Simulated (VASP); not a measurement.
# Bi (a7): computed properties

Computed with PBEsol GGA, VASP's PBE PAW potentials (set 64) (plane waves; VASP).

For Bi, the space group is R-3m (166) and the cell is a = 4.5233 Å, b = 4.5233 Å, c = 11.6410 Å, α = 90.00°, β = 90.00°, γ = 120.00°. The volume per atom is 34.38 Å³/atom, the band gap (over mesh and band path) is none (metal, semimetal or under 0.01 eV) and the Hill bulk modulus is 40.4 GPa. The Hill shear modulus is 16.0 GPa, the Poisson's ratio is 0.326 and the band gap with spin-orbit coupling comes out as none (metallic). The density comes out as 10.09 g/cm³. The optical Γ-point spectrum comes out as 66 (×2), 99 cm⁻¹.

```yaml
crystal:
  lattice:
    - [4.09413, -2.26167, -0.01571]
    - [4.09413, 2.26167, -0.01571]
    - [2.85901, 0.00000, 3.70180]
  atoms:
    - { symbol: Bi, position: [0.23663, 0.23663, 0.23663] }
    - { symbol: Bi, position: [0.76337, 0.76337, 0.76337] }
```

Finite-difference elastic constants of metals are sensitive to mesh and smearing; shear constants can be off by tens of GPa. Unless said otherwise, spin-orbit coupling is left out, though it shifts the bands of the heavy elements here.

The compound is Bi in the a7 structure. It was relaxed first. Symmetry was kept, so distortions that lower it aren't found.
